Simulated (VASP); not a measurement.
Crystal: Ta3Si3N.

```
Ta Si N
1.0
     3.24400    0.00000    0.00000
     0.00000    3.24400    0.00000
     0.00000    0.00000    9.39500
Ta Si N
3 3 1
Direct
  0.00000 0.00000 0.77520
  0.00000 0.00000 0.22480
  0.50000 0.50000 0.00000
  0.50000 0.50000 0.35977
  0.50000 0.50000 0.64023
  0.00000 0.00000 0.50000
  0.00000 0.00000 0.00000
```

The cell was built by a generator and needn't be a form met in nature.

| Item | Value |
| --- | --- |
| Program | VASP 6.6.1 |
| Task | relaxation of cell and atoms |
| Functional | PBE |
| Potentials or basis | VASP PAW PBE potentials, release 64 (Ta_pv, Si, N) |
| Cutoff | 520 eV |
| k mesh | 10 × 10 × 4 |
| Occupations | gaussian, width 0.1 eV |
| Spin | no spin polarisation |

At the start: pressure 0.0 GPa; volume 14.12 Å³/atom.

Task: How do energy, volume and symmetry change on relaxing?

Result: Over 10 steps the energy falls by 2.3 meV/atom and the volume is 14.06 Å³/atom (-0.4 %); space group P4/mmm (No. 123, to 0.05 Å).

Step by step:
| step | energy change (eV) | largest force (eV/Å) | pressure (GPa) | volume (Å³) |
| --- | --- | --- | --- | --- |
| 1 | 0.0000 | 0.1372 | 0.01 | 98.87 |
| 2 | -0.0107 | 0.1771 | -0.47 | 98.87 |
| 3 | -0.0107 | 0.1769 | -0.47 | 98.87 |
| 4 | -0.0137 | 0.1387 | 0.56 | 98.28 |
| 5 | -0.0138 | 0.1337 | 0.67 | 98.22 |
| 6 | -0.0159 | 0.0541 | 0.23 | 98.36 |
| 7 | -0.0161 | 0.0524 | -0.01 | 98.44 |
| 8 | -0.0161 | 0.0495 | -0.01 | 98.44 |
| 9 | -0.0163 | 0.0299 | 0.00 | 98.44 |
| 10 | -0.0164 | 0.0006 | -0.01 | 98.44 |

Final structure:
```xyz
7
Lattice="3.2220 0.0000 0.0000 0.0000 3.2220 0.0000 0.0000 0.0000 9.4824" Properties=species:S:1:pos:R:3 pbc="T T T"
Ta    0.0000    0.0000    7.3447
Ta    3.2220    0.0000    2.1377
Ta    1.6110    1.6110    0.0000
Si    1.6110    1.6110    3.4453
Si    1.6110    1.6110    6.0371
Si    0.0000    0.0000    4.7412
N     0.0000    0.0000    0.0000
```
